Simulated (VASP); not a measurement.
Input:

```xyz
2
Lattice="0.0000 2.7462 2.7462 2.7462 0.0000 2.7462 2.7462 2.7462 0.0000" Properties=species:S:1:pos:R:3 pbc="T T T"
Si     0.0000     0.0000     0.0000
Ti     2.7462     2.7462     2.7462
```

The numbers are results of r2SCAN meta-GGA, VASP's PBE PAW potentials (set 64) (plane waves; VASP 6.6.1), not measurements. Numerical set-up: 400 eV cut-off, 10×10×10 Γ-centred mesh, first-order Methfessel-Paxton smearing of 0.10 eV, potentials Si Ti_sv.

Energy and stress use the plane-wave basis of the starting cell.

The ions, cell shape and volume are relaxed. Which structure does the run end with?

```xyz
2
Lattice="0.0000 2.5450 2.5450 2.5450 0.0000 2.5450 2.5450 2.5450 0.0000" Properties=species:S:1:pos:R:3 pbc="T T T"
Si     0.0000     0.0000     0.0000
Ti     2.5450     2.5450     2.5450
```
Space group Fm-3m (225), at a tolerance of 0.03 Å.

How do energy and volume change from the first to the last step?

The energy (σ→0) changes by -276.4 meV/atom and the volume by -20.4 %, in 6 ionic steps.

The structure was generated: TiSi was put into the rocksalt type (Fm-3m), which need not be its known phase. This run relaxes it. Symmetry was kept, so distortions that lower it aren't found.
